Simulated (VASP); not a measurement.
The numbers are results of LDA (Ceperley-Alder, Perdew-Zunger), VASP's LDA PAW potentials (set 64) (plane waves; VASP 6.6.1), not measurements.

The input files of a VASP run:

### QPOINTS
```
k-points along high-symmetry lines
13
Line-mode
Cartesian
  0.000000   0.000000   0.000000 ! GAMMA
  0.000000   0.251238   0.000000 ! X

  0.000000   0.251238   0.000000 ! X
  0.062810   0.251238   0.062810 ! U

  0.188429   0.188429   0.000000 ! K
  0.000000   0.000000   0.000000 ! GAMMA

  0.000000   0.000000   0.000000 ! GAMMA
  0.125619   0.125619   0.125619 ! L

  0.125619   0.125619   0.125619 ! L
  0.125619   0.251238   0.000000 ! W

  0.125619   0.251238   0.000000 ! W
  0.000000   0.251238   0.000000 ! X
```

### KPOINTS
```
Automatic mesh
0
Gamma
3 3 3
0 0 0
```

### INCAR
```
LREAL = F   ! projection in real space or not
NELM = 100   ! most electronic steps
ISMEAR = 1
NSW = 1   ! most ionic steps
SYSTEM = Al
LASPH = T   ! aspherical one-centre terms
PREC = Accurate
EDIFF = 1E-7   ! SCF stop (eV)
ENCUT = 400
ALGO = Normal   ! blocked Davidson
LCHARG = F
ISIF = 2   ! forces and stress, cell fixed
POTIM = 0.015   ! step
SIGMA = 0.1
NFREE = 2
LPHON_DISPERSION = T
LWAVE = F
IBRION = 6
```

POSCAR:
```
Al
1
    0.0000000000     7.9605692376     7.9605692376
    7.9605692376     0.0000000000     7.9605692376
    7.9605692376     7.9605692376     0.0000000000
Al
64
Direct
  0.0000000000   0.0000000000   0.0000000000
  0.0000000000   0.0000000000   0.2500000000
  0.0000000000   0.0000000000   0.5000000000
  0.0000000000   0.0000000000   0.7500000000
  0.0000000000   0.2500000000   0.0000000000
  0.0000000000   0.2500000000   0.2500000000
  0.0000000000   0.2500000000   0.5000000000
  0.0000000000   0.2500000000   0.7500000000
  0.0000000000   0.5000000000   0.0000000000
  0.0000000000   0.5000000000   0.2500000000
  0.0000000000   0.5000000000   0.5000000000
  0.0000000000   0.5000000000   0.7500000000
  0.0000000000   0.7500000000   0.0000000000
  0.0000000000   0.7500000000   0.2500000000
  0.0000000000   0.7500000000   0.5000000000
  0.0000000000   0.7500000000   0.7500000000
  0.2500000000   0.0000000000   0.0000000000
  0.2500000000   0.0000000000   0.2500000000
  0.2500000000   0.0000000000   0.5000000000
  0.2500000000   0.0000000000   0.7500000000
  0.2500000000   0.2500000000   0.0000000000
  0.2500000000   0.2500000000   0.2500000000
  0.2500000000   0.2500000000   0.5000000000
  0.2500000000   0.2500000000   0.7500000000
  0.2500000000   0.5000000000   0.0000000000
  0.2500000000   0.5000000000   0.2500000000
  0.2500000000   0.5000000000   0.5000000000
  0.2500000000   0.5000000000   0.7500000000
  0.2500000000   0.7500000000   0.0000000000
  0.2500000000   0.7500000000   0.2500000000
  0.2500000000   0.7500000000   0.5000000000
  0.2500000000   0.7500000000   0.7500000000
  0.5000000000   0.0000000000   0.0000000000
  0.5000000000   0.0000000000   0.2500000000
  0.5000000000   0.0000000000   0.5000000000
  0.5000000000   0.0000000000   0.7500000000
  0.5000000000   0.2500000000   0.0000000000
  0.5000000000   0.2500000000   0.2500000000
  0.5000000000   0.2500000000   0.5000000000
  0.5000000000   0.2500000000   0.7500000000
  0.5000000000   0.5000000000   0.0000000000
  0.5000000000   0.5000000000   0.2500000000
  0.5000000000   0.5000000000   0.5000000000
  0.5000000000   0.5000000000   0.7500000000
  0.5000000000   0.7500000000   0.0000000000
  0.5000000000   0.7500000000   0.2500000000
  0.5000000000   0.7500000000   0.5000000000
  0.5000000000   0.7500000000   0.7500000000
  0.7500000000   0.0000000000   0.0000000000
  0.7500000000   0.0000000000   0.2500000000
  0.7500000000   0.0000000000   0.5000000000
  0.7500000000   0.0000000000   0.7500000000
  0.7500000000   0.2500000000   0.0000000000
  0.7500000000   0.2500000000   0.2500000000
  0.7500000000   0.2500000000   0.5000000000
  0.7500000000   0.2500000000   0.7500000000
  0.7500000000   0.5000000000   0.0000000000
  0.7500000000   0.5000000000   0.2500000000
  0.7500000000   0.5000000000   0.5000000000
  0.7500000000   0.5000000000   0.7500000000
  0.7500000000   0.7500000000   0.0000000000
  0.7500000000   0.7500000000   0.2500000000
  0.7500000000   0.7500000000   0.5000000000
  0.7500000000   0.7500000000   0.7500000000
```

POTCAR, in this order: Al (LDA.64 set). Program: vasp_std.

Output

### OUTCAR
```
 ion  position               nearest neighbor table
   1  0.000  0.000  0.000-   2 2.81   4 2.81   5 2.81   8 2.81  13 2.81  14 2.81  17 2.81  20 2.81
                            29 2.81  49 2.81  50 2.81  53 2.81
   2  0.000  0.000  0.250-   1 2.81   3 2.81   5 2.81   6 2.81  14 2.81  15 2.81  17 2.81  18 2.81
                            30 2.81  50 2.81  51 2.81  54 2.81
   3  0.000  0.000  0.500-   2 2.81   4 2.81   6 2.81   7 2.81  15 2.81  16 2.81  18 2.81  19 2.81
                            31 2.81  51 2.81  52 2.81  55 2.81
   4  0.000  0.000  0.750-   1 2.81   3 2.81   7 2.81   8 2.81  13 2.81  16 2.81  19 2.81  20 2.81
                            32 2.81  49 2.81  52 2.81  56 2.81
   5  0.000  0.250  0.000-   1 2.81   2 2.81   6 2.81   8 2.81   9 2.81  12 2.81  17 2.81  21 2.81
                            24 2.81  53 2.81  54 2.81  57 2.81
   6  0.000  0.250  0.250-   2 2.81   3 2.81   5 2.81   7 2.81   9 2.81  10 2.81  18 2.81  21 2.81
                            22 2.81  54 2.81  55 2.81  58 2.81
   7  0.000  0.250  0.500-   3 2.81   4 2.81   6 2.81   8 2.81  10 2.81  11 2.81  19 2.81  22 2.81
                            23 2.81  55 2.81  56 2.81  59 2.81
   8  0.000  0.250  0.750-   1 2.81   4 2.81   5 2.81   7 2.81  11 2.81  12 2.81  20 2.81  23 2.81
                            24 2.81  53 2.81  56 2.81  60 2.81
   9  0.000  0.500  0.000-   5 2.81   6 2.81  10 2.81  12 2.81  13 2.81  16 2.81  21 2.81  25 2.81
                            28 2.81  57 2.81  58 2.81  61 2.81
  10  0.000  0.500  0.250-   6 2.81   7 2.81   9 2.81  11 2.81  13 2.81  14 2.81  22 2.81  25 2.81
                            26 2.81  58 2.81  59 2.81  62 2.81
  11  0.000  0.500  0.500-   7 2.81   8 2.81  10 2.81  12 2.81  14 2.81  15 2.81  23 2.81  26 2.81
                            27 2.81  59 2.81  60 2.81  63 2.81
  12  0.000  0.500  0.750-   5 2.81   8 2.81   9 2.81  11 2.81  15 2.81  16 2.81  24 2.81  27 2.81
                            28 2.81  57 2.81  60 2.81  64 2.81
...
```

OSZICAR:
```
       N       E                     dE             d eps       ncg     rms          rms(c)
DAV:   1     0.202945646147E+03    0.20295E+03   -0.57966E+04  1032   0.978E+02
DAV:   2    -0.241909153544E+03   -0.44485E+03   -0.41823E+03  1212   0.140E+02
DAV:   3    -0.269935663925E+03   -0.28027E+02   -0.26473E+02  1255   0.283E+01
DAV:   4    -0.270570802787E+03   -0.63514E+00   -0.62603E+00  1176   0.426E+00
DAV:   5    -0.270579753293E+03   -0.89505E-02   -0.89255E-02  1199   0.524E-01    0.116E+01
DAV:   6    -0.269447725194E+03    0.11320E+01   -0.13794E-01  1144   0.755E-01    0.653E+00
DAV:   7    -0.268722057243E+03    0.72567E+00   -0.28283E-01  1118   0.105E+00    0.985E-01
DAV:   8    -0.268709731259E+03    0.12326E-01   -0.74126E-03  1192   0.174E-01    0.676E-02
DAV:   9    -0.268709718259E+03    0.12999E-04   -0.34535E-05  1207   0.127E-02    0.858E-03
DAV:  10    -0.268709716117E+03    0.21421E-05   -0.86676E-07  1176   0.262E-03    0.210E-03
DAV:  11    -0.268709715908E+03    0.20888E-06   -0.70953E-08   703   0.559E-04    0.220E-04
DAV:  12    -0.268709715910E+03   -0.14870E-08   -0.69069E-09   656   0.263E-04
   1 F= -.26870972E+03 E0= -.26872716E+03  d E =0.523368E-01
 Found     1 degrees of freedom:
       N       E                     dE             d eps       ncg     rms          rms(c)
DAV:   1    -0.268709188710E+03    0.52720E-03   -0.26481E-02  1588   0.374E-01    0.506E-02
DAV:   2    -0.268709160387E+03    0.28323E-04   -0.10454E-03  1744   0.763E-02    0.304E-02
DAV:   3    -0.268709150438E+03    0.99484E-05   -0.46708E-05  1727   0.146E-02    0.169E-02
DAV:   4    -0.268709147959E+03    0.24794E-05   -0.83437E-06  1752   0.557E-03    0.697E-03
DAV:   5    -0.268709147898E+03    0.60589E-07   -0.89339E-07  1758   0.200E-03
   2 F= -.26870915E+03 E0= -.26872659E+03  d E =0.523196E-01
       N       E                     dE             d eps       ncg     rms          rms(c)
DAV:   1    -0.268709350685E+03   -0.20273E-03   -0.94846E-02  1582   0.659E-01    0.967E-02
DAV:   2    -0.268709196609E+03    0.15408E-03   -0.38655E-03  1720   0.145E-01    0.588E-02
DAV:   3    -0.268709157165E+03    0.39444E-04   -0.19056E-04  1775   0.292E-02    0.318E-02
DAV:   4    -0.268709148104E+03    0.90613E-05   -0.32189E-05  1752   0.110E-02    0.130E-02
DAV:   5    -0.268709147900E+03    0.20352E-06   -0.32222E-06  1815   0.382E-03    0.380E-03
DAV:   6    -0.268709147902E+03   -0.20518E-08   -0.14551E-07  1016   0.888E-04
   3 F= -.26870915E+03 E0= -.26872659E+03  d E =0.523196E-01
```

File OUTCAR:
```
------------------------ aborting loop because EDIFF is reached ----------------------------------------
  FORCE on cell =-STRESS in cart. coord.  units (eV):
  Direction    XX          YY          ZZ          XY          YZ          ZX
  --------------------------------------------------------------------------------------
  Total        3.8036084      3.8032151      3.8032151      0.0000000      0.0000000      0.0000000
  in kB        6.0400984      6.0394739      6.0394739      0.0000000      0.0000000      0.0000000
  external PRESSURE =       6.0396820 kB  Pullay stress =       0.0000000 kB
  volume of cell :     1008.93
      direct lattice vectors                 reciprocal lattice vectors
     0.000000000  7.960569238  7.960569238    -0.062809579  0.062809579  0.062809579
     7.960569238  0.000000000  7.960569238     0.062809579 -0.062809579  0.062809579
     7.960569238  7.960569238  0.000000000     0.062809579  0.062809579 -0.062809579
 POSITION                                       TOTAL-FORCE (eV/Angst)
 -----------------------------------------------------------------------------------
     -0.01500      0.00000      0.00000         0.075774     -0.000000      0.000000
      1.99014      1.99014      0.00000        -0.010491     -0.009598      0.000000
      3.98028      3.98028      0.00000        -0.000212     -0.000616      0.000000
      5.97043      5.97043      0.00000        -0.010878     -0.010117      0.000000
      1.99014      0.00000      1.99014        -0.010491     -0.000000     -0.009598
      3.98028      1.99014      1.99014         0.000604      0.000181      0.000181
      5.97043      3.98028      1.99014        -0.000397      0.000176      0.001025
      7.96057      5.97043      1.99014         0.002700      0.000051     -0.000051
      3.98028      0.00000      3.98028        -0.000212     -0.000000     -0.000616
      5.97043      1.99014      3.98028        -0.000397      0.001025      0.000176
      7.96057      3.98028      3.98028        -0.001563     -0.000000      0.000000
      9.95071      5.97043      3.98028        -0.000396      0.001020      0.000194
      5.97043      0.00000      5.97043        -0.010878     -0.000000     -0.010117
      7.96057      1.99014      5.97043         0.002700     -0.000051      0.000051
      9.95071      3.98028      5.97043        -0.000396      0.000194      0.001020
     11.94085      5.97043      5.97043         0.000572      0.000187      0.000187
      0.00000      1.99014      1.99014         0.002700     -0.000051     -0.000051
      1.99014      3.98028      1.99014        -0.000396      0.000194     -0.001020
      3.98028      5.97043      1.99014         0.000572      0.000187     -0.000187
      5.97043      7.96057      1.99014        -0.010878     -0.000000      0.010117
      1.99014      1.99014      3.98028        -0.000396     -0.001020      0.000194
      3.98028      3.98028      3.98028         0.001356     -0.000000      0.000000
      5.97043      5.97043      3.98028        -0.000397     -0.001025     -0.000176
      7.96057      7.96057      3.98028         0.002453     -0.000000     -0.000001
      3.98028      1.99014      5.97043         0.000572     -0.000187      0.000187
      5.97043      3.98028      5.97043        -0.000397     -0.000176     -0.001025
      7.96057      5.97043      5.97043         0.000293      0.000004      0.000004
      9.95071      7.96057      5.97043        -0.000570     -0.000000     -0.001058
      5.97043      1.99014      7.96057        -0.010878      0.010117      0.000000
      7.96057      3.98028      7.96057         0.002453     -0.000001      0.000000
      9.95071      5.97043      7.96057        -0.000570     -0.001058      0.000000
     11.94085      7.96057      7.96057        -0.001249     -0.000000      0.000000
      0.00000      3.98028      3.98028        -0.001563     -0.000000      0.000000
      1.99014      5.97043      3.98028        -0.000396      0.001020     -0.000194
      3.98028      7.96057      3.98028        -0.000212     -0.000000      0.000616
      5.97043      9.95071      3.98028        -0.000397      0.001025     -0.000176
      1.99014      3.98028      5.97043        -0.000396     -0.000194      0.001020
      3.98028      5.97043      5.97043         0.000604     -0.000181     -0.000181
      5.97043      7.96057      5.97043        -0.000565     -0.000000      0.001082
      7.96057      9.95071      5.97043         0.000293     -0.000004      0.000004
      3.98028      3.98028      7.96057        -0.000212      0.000616      0.000000
      5.97043      5.97043      7.96057        -0.000565      0.001082      0.000000
      7.96057      7.96057      7.96057        -0.002173     -0.000000      0.000000
      9.95071      9.95071      7.96057        -0.000570      0.001058      0.000000
      5.97043      3.98028      9.95071        -0.000397     -0.000176      0.001025
      7.96057      5.97043      9.95071         0.000293      0.000004     -0.000004
      9.95071      7.96057      9.95071        -0.000570     -0.000000      0.001058
     11.94085      9.95071      9.95071         0.000572     -0.000187     -0.000187
      0.00000      5.97043      5.97043         0.002700      0.000051      0.000051
      1.99014      7.96057      5.97043        -0.010491     -0.000000      0.009598
      3.98028      9.95071      5.97043         0.000604      0.000181     -0.000181
      5.97043     11.94085      5.97043        -0.000397      0.000176     -0.001025
      1.99014      5.97043      7.96057        -0.010491      0.009598      0.000000
      3.98028      7.96057      7.96057        -0.001221     -0.000000      0.000000
      5.97043      9.95071      7.96057        -0.000565     -0.001082      0.000000
      7.96057     11.94085      7.96057         0.002453      0.000001      0.000000
      3.98028      5.97043      9.95071         0.000604     -0.000181      0.000181
      5.97043      7.96057      9.95071        -0.000565     -0.000000     -0.001082
      7.96057      9.95071      9.95071         0.000293     -0.000004     -0.000004
      9.95071     11.94085      9.95071        -0.000396     -0.000194     -0.001020
      5.97043      5.97043     11.94085        -0.000397     -0.001025      0.000176
      7.96057      7.96057     11.94085         0.002453     -0.000000      0.000001
      9.95071      9.95071     11.94085        -0.000396     -0.001020     -0.000194
     11.94085     11.94085     11.94085         0.001356     -0.000000      0.000000
 -----------------------------------------------------------------------------------
    total drift:                               -0.000035     -0.000000     -0.000000
  FREE ENERGIE OF THE ION-ELECTRON SYSTEM (eV)
  ---------------------------------------------------
  free  energy   TOTEN  =      -268.7091479023 eV

  energy  without entropy=     -268.7614674684  energy(sigma->0) =     -268.72658776
```
(Selected blocks of OUTCAR.)

The cell is a supercell, built from Al (fcc).
